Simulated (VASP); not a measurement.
Level of theory: PBE GGA + U (Dudarev), VASP's PBE PAW potentials (set 64) (plane waves; VASP).

VASP input:

File KPOINTS:
```
Automatic mesh
0
Gamma
12 11 9
0 0 0
```

**POSCAR**
```
CuAu
1
    2.7374660000     0.0000000000     0.0000000000
    0.0000000000     2.8607460000     0.0000000000
    0.0000000000     0.0000000000     3.6087280000
Cu Au
1 1
Direct
  0.0000000000   0.0000000000   0.0000000000
  0.5128910000   0.5000000000   0.5000000000
```

### INCAR
```
! general
SYSTEM     =  CuAu
PREC       =  Accurate
ENCUT      =  400
LREAL      =  .FALSE.
LASPH      =  .TRUE.   ! aspherical one-centre terms

! electronic loop
EDIFF      =  1E-6
NELM       =  100
ALGO       =  Normal   ! blocked Davidson
LMAXMIX    =  6   ! l cut-off of mixed one-centre charges

! smearing
ISMEAR     =  1
SIGMA      =  0.1   ! width (eV)

! functional
GGA        =  PE

! DFT+U
LDAU       =  .TRUE.
LDAUTYPE   =  2   ! Dudarev
LDAUL      =  2 -1
LDAUU      =  8.0 0
LDAUJ      =  0 0
LDAUPRINT  =  1

! ions
ISIF       =  2   ! forces and stress, cell fixed

! output
LWAVE      =  .FALSE.
LCHARG     =  .FALSE.
LORBIT     =  10
```

POTCAR, in this order: Cu Au (PBE.64 set). Program: vasp_std.

Unless said otherwise, spin-orbit coupling is left out, though it shifts the bands of the heavy elements here.

### Question
What does the run give for the energy per atom (σ→0), pressure, largest force, band gap (on the k-mesh)?

### Answer

```json
{
 "energy per atom (σ→0)": "-226.7 kJ/mol of atoms",
 "band gap (on the k-mesh)": "none (metal, semimetal or under 0.01 eV)",
 "pressure": "6.95 GPa",
 "largest_force": "0.120 eV/Å"
}
```

File OSZICAR:
```
...
DAV:   6    -0.473231903873E+01    0.70985E+00   -0.29374E+00  8771   0.372E+01    0.640E+00
DAV:   7    -0.471397554709E+01    0.18343E-01   -0.25352E-01  7853   0.227E+01    0.321E+00
DAV:   8    -0.470534741960E+01    0.86281E-02   -0.11175E-01  7511   0.177E+01    0.170E+00
DAV:   9    -0.469900462298E+01    0.63428E-02   -0.23995E-02  7779   0.804E+00    0.356E-02
DAV:  10    -0.469917509070E+01   -0.17047E-03   -0.16099E-03  7210   0.404E-01    0.275E-02
DAV:  11    -0.469918067040E+01   -0.55797E-05   -0.36654E-05  9820   0.176E-01    0.106E-02
DAV:  12    -0.469918128212E+01   -0.61172E-06   -0.17425E-06  5179   0.275E-02
   1 F= -.46991813E+01 E0= -.46989865E+01  d E =-.584257E-03
```

The compound is CuAu in the L1_0 structure. The cell was not relaxed at this level, atoms are displaced from their ideal sites. The run is one of a series of settings (LDAU = .TRUE., LDAUJ = 0 0, LDAUL = 2 -1, LDAUTYPE = 2, LDAUU = 8.0 0 against the base run), some of them coarse on purpose.
